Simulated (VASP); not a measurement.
# NaF (Villiaumite): input slips in a relaxation and what they do, part 2 of 2

Aim: see how common mistakes in a VASP relaxation show up, on NaF (Villiaumite). The starting structure is a measured crystal structure from the Crystallography Open Database. The first relaxation on each setting starts from this cell expanded by 3 % in volume.

VASP 6.6.1.

Results so far: reference 12.40 Å³ an atom; the cell held fixed (ISIF = 2) 12.81 Å³ an atom; a k mesh far too coarse 12.75 Å³ an atom.

## Step 5: Relaxation with an ionic step far too long

Level of this step: PBEsol; plane waves and PAW (Na_pv, F) (VASP).

A slip made on purpose: an ionic step far too long. Against step 2 the input has IBRION = 1 and POTIM = 2 (also changed: NELM and NSW).

File INCAR:

```
SYSTEM = NaF
PREC = Accurate
ENCUT = 520
EDIFF = 1E-06
NELM = 60
ISMEAR = 0
SIGMA = 0.03
LREAL = .FALSE.
ALGO = Normal
GGA = PS
NBANDS = 13
LORBIT = 11
LWAVE = .FALSE.
LCHARG = .FALSE.
KPAR = 4
IBRION = 1
NSW = 30
ISIF = 3
EDIFFG = -0.006
POTIM = 2
```

File POSCAR:

```
NaF
1.0
    0.0000000000      2.3399420861      2.3399420861
    2.3399420861      0.0000000000      2.3399420861
    2.3399420861      2.3399420861      0.0000000000
Na F
1 1
Direct
    0.0000000000      0.0000000000      0.0000000000
    0.5000000000      0.5000000000      0.5000000000
```

File KPOINTS:

```
Automatic mesh
0
Gamma
8 8 8
0 0 0
```

PAW data sets: Na_pv and F (PBE family, release 64).

The run is started by

```sh
> mpirun -np 4 vasp_std
```

Log:

```text
[... set-up lines as in an earlier step ...]
 entering main loop
       N       E                     dE             d eps       ncg     rms          rms(c)
[... 12 cycles as in an earlier step ...]
   1 F= -.87660543E+01 E0= -.87660543E+01  d E =-.876605E+01
 BRION: g(F)=  0.480E-60 g(S)=  0.185E-01
[...]
N       E                     dE             d eps       ncg     rms          rms(c)
DAV:   1    -0.948581056860E+01   -0.71976E+00   -0.12398E+01   919   0.518E+01    0.675E+00
DAV:   2    -0.882853089779E+01    0.65728E+00   -0.22996E+00   884   0.154E+01    0.186E+00
DAV:   3    -0.878294121741E+01    0.45590E-01   -0.11199E-01   874   0.618E+00    0.959E-01
DAV:   4    -0.876415045501E+01    0.18791E-01   -0.14571E-02   898   0.394E+00    0.180E-01
DAV:   5    -0.876321971254E+01    0.93074E-03   -0.22839E-03   899   0.725E-01    0.451E-02
DAV:   6    -0.876305019451E+01    0.16952E-03   -0.38868E-04   869   0.359E-01    0.195E-02
DAV:   7    -0.876304925827E+01    0.93623E-06   -0.22217E-05   999   0.658E-02    0.492E-03
DAV:   8    -0.876304933420E+01   -0.75931E-07   -0.18040E-06   678   0.250E-02
   2 F= -.87630493E+01 E0= -.87630493E+01  d E =0.300500E-02
 BRION: g(F)=  0.100E-57 g(S)=  0.326E-01 retain N=  1 mean eig= 0.44
 eig:   0.436
[...]
N       E                     dE             d eps       ncg     rms          rms(c)
DAV:   1    -0.899627050428E+01   -0.23322E+00   -0.40727E+00   924   0.316E+01    0.374E+00
DAV:   2    -0.879035385174E+01    0.20592E+00   -0.72578E-01   914   0.857E+00    0.101E+00
DAV:   3    -0.877620304098E+01    0.14151E-01   -0.28447E-02   869   0.353E+00    0.511E-01
DAV:   4    -0.877036360132E+01    0.58394E-02   -0.40993E-03   879   0.219E+00    0.807E-02
DAV:   5    -0.877010905163E+01    0.25455E-03   -0.65425E-04   923   0.387E-01    0.205E-02
DAV:   6    -0.877005875204E+01    0.50300E-04   -0.88725E-05   859   0.162E-01    0.940E-03
DAV:   7    -0.877005689584E+01    0.18562E-05   -0.45106E-06   769   0.259E-02    0.298E-03
DAV:   8    -0.877005627169E+01    0.62415E-06   -0.32061E-07   427   0.103E-02
   3 F= -.87700563E+01 E0= -.87700563E+01  d E =-.700694E-02
 BRION: g(F)=  0.482E-60 g(S)=  0.350E-09 retain N=  1 mean eig= 0.44
 eig:   0.436
 reached required accuracy - stopping structural energy minimisation
```

It took 5.2 s on 4 MPI ranks of Intel Xeon 6975P-C (Granite Rapids), shared host; peak memory 0.57 GiB; 18 s of CPU time.

From OUTCAR (step 5):

```text
  Total        0.0000348      0.0000348      0.0000348      0.0000000      0.0000000      0.0000000
  in kB        0.0022447      0.0022447      0.0022447      0.0000000      0.0000000      0.0000000
  external PRESSURE =       0.0022447 kB  Pullay stress =       0.0000000 kB

 POSITION                                       TOTAL-FORCE (eV/Angst)
 -----------------------------------------------------------------------------------
     -0.00000      0.00000      0.00000        -0.000000      0.000000     -0.000000
      2.31505      2.31505      2.31505         0.000000      0.000000      0.000000
 -----------------------------------------------------------------------------------
    total drift:                                0.000000      0.000000      0.000000

  FREE ENERGIE OF THE ION-ELECTRON SYSTEM (eV)
  ---------------------------------------------------
  free  energy   TOTEN  =        -8.7700562717 eV

  energy  without entropy=       -8.7700562717  energy(sigma->0) =       -8.77005627

[... 2 parts as in an earlier step ...]

[... 2 further parts left out ...]
[key lines of the parts left out:]
E-fermi :  -1.9120
```

With an ionic step far too long the cell ends at 12.407 Å³ an atom, +0.08 % from the reference.

## Step 6: Relaxation with low precision and a small cutoff

A slip made on purpose: low precision and a small cutoff. Against step 2 the input has PREC = Low and ENCUT = 320 (also changed: NELM).

File INCAR:

```
SYSTEM = NaF
PREC = Low
ENCUT = 320
EDIFF = 1E-06
NELM = 60
ISMEAR = 0
SIGMA = 0.03
LREAL = .FALSE.
ALGO = Normal
GGA = PS
NBANDS = 13
LORBIT = 11
LWAVE = .FALSE.
LCHARG = .FALSE.
KPAR = 4
IBRION = 2
NSW = 50
ISIF = 3
EDIFFG = -0.006
```

POSCAR is that of step 5.

KPOINTS is that of step 5.

The run is started by

```sh
> mpirun -np 4 vasp_std
```

Log:

```text
[... set-up lines as in an earlier step ...]
 entering main loop
       N       E                     dE             d eps       ncg     rms          rms(c)
DAV:   1     0.744431920815E+02    0.74443E+02   -0.61345E+03   837   0.940E+02
DAV:   2    -0.633737455783E+01   -0.80781E+02   -0.76944E+02   819   0.268E+02
DAV:   3    -0.943995532429E+01   -0.31026E+01   -0.30992E+01   954   0.523E+01
DAV:   4    -0.946298245407E+01   -0.23027E-01   -0.23027E-01   829   0.476E+00
[...]
DAV:  13    -0.886915074499E+01   -0.61827E-05   -0.54110E-07   462   0.687E-03    0.267E-03
DAV:  14    -0.886914956578E+01    0.11792E-05   -0.11250E-07   427   0.517E-03    0.238E-03
DAV:  15    -0.886914921831E+01    0.34747E-06   -0.16527E-08   417   0.138E-03
   1 F= -.88691492E+01 E0= -.88691492E+01  d E =-.886915E+01
[...]
2 F= -.89190673E+01 E0= -.89190673E+01  d E =-.499181E-01
[...]
3 F= -.95402036E+01 E0= -.95402036E+01  d E =-.671054E+00
[...]
4 F= -.95409325E+01 E0= -.95409325E+01  d E =-.671783E+00
[...]
reached required accuracy - stopping structural energy minimisation
```

The job ended after 1.6 s (4 MPI ranks; peak memory 0.37 GiB; 3.8 s of CPU time).

OUTCAR, selected parts (step 6):

```text
  Total       -0.0080024     -0.0080024     -0.0080024     -0.0000000     -0.0000000      0.0000000
  in kB       -0.6315734     -0.6315734     -0.6315734     -0.0000000     -0.0000000      0.0000000
  external PRESSURE =      -0.6315734 kB  Pullay stress =       0.0000000 kB

 POSITION                                       TOTAL-FORCE (eV/Angst)
 -----------------------------------------------------------------------------------
      0.00000      2.16517      2.16517         0.000000     -0.000000      0.000000
      2.16517      2.16517      2.16517        -0.000000      0.000000     -0.000000
 -----------------------------------------------------------------------------------
    total drift:                                0.000000     -0.000000      0.000000

  FREE ENERGIE OF THE ION-ELECTRON SYSTEM (eV)
  ---------------------------------------------------
  free  energy   TOTEN  =        -9.5409324942 eV

  energy  without entropy=       -9.5409324942  energy(sigma->0) =       -9.54093249

[... 2 parts as in an earlier step ...]

[... 2 further parts left out ...]
[key lines of the parts left out:]
E-fermi :  -1.0654
```

With low precision and a small cutoff the cell ends at 10.150 Å³ an atom, -18.12 % from the reference.

## Step 7: The runs compared

```tsv
run	volume (Å³/atom)	change (%)	pressure left (GPa)	core minutes
reference	12.397	-	0.07	0.627
the cell held fixed (ISIF = 2)	12.812	3.35	-1.58	0.173
a k mesh far too coarse	12.746	2.81	0.01	0.0933
an ionic step far too long	12.407	0.08	0.0	0.347
low precision and a small cutoff	10.15	-18.12	-0.06	0.107
```

Core minutes are wall time times ranks, summed over the relaxations behind a row (those for a bulk modulus apart), on shared hosts.

## Step 8: Results

```
volume of the reference                                        : 12.40 Å³/atom
volume against the reference, the cell held fixed (ISIF = 2)   : +3.35 %
volume against the reference, a k mesh far too coarse          : +2.81 %
volume against the reference, an ionic step far too long       : +0.08 %
volume against the reference, low precision and a small cutoff : -18.12 %
```

**Reading.** Finished, but with signs in the output that stand out against the reference: the cell held fixed (ISIF = 2), with the volume kept at the input's, +3.3 % from the reference (signs: a stress of up to 1.6 GPa); low precision and a small cutoff, with the volume changed by -18.1 % (signs: -37.1 GPa at the first ionic step (of the first relaxations, not shown; reference: -1.6 GPa)). Finished, and of the signs looked for here (warnings, stress, forces, entropy, moments, translations away from zero, imaginary modes) none stands out against the reference by the marks set here, though the cell is off: a k mesh far too coarse, with the volume changed by +2.8 %. Little came of an ionic step far too long in this material. The reference was restarted once and the runs with a slip weren't, so their cells may not have settled fully. Further runs on this material are not shown.

[Lines on the potential files, build, host, timing and source positions are cut from VASP's logs without a mark.]

[Logs are printed without paths, hosts, clocks, repeated set-up lines and the standing remarks that a program may print on its own settings, such as how far it seeks lower states.]

[Hosts, paths, dates, database ids (printed as entryN), source tags and the programs' standing remarks are cut or masked in the printed files.]
